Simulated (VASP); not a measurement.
Data:

```yaml
crystal:
  lattice:
    - [0.00000, 2.17794, 2.17794]
    - [2.17794, 0.00000, 2.17794]
    - [2.17794, 2.17794, 0.00000]
  atoms:
    - { symbol: Si, position: [0.00000, 0.00000, 0.00000] }
    - { symbol: C, position: [0.25000, 0.25000, 0.25000] }
```

These are AM05 GGA, VASP's PBE PAW potentials (set 64) (plane waves; VASP) values and carry that method's errors. Numerical set-up: 520 eV cut-off, 12×12×12 Γ-centred mesh, tetrahedra with Blöchl corrections, potentials Si C.

### Question
Estimate the energy per atom (σ→0), band gap (on the k-mesh) with the smallest direct gap where there is one.

### Answer

| Quantity | Value |
|---|---|
| band gap (on the k-mesh) | 1.23 eV |
| smallest direct gap (on the k-mesh) | 4.45 eV |
| energy per atom (σ→0) | -751.8 kJ/mol of atoms |

The compound is SiC in the zinc blende structure. It was relaxed first.
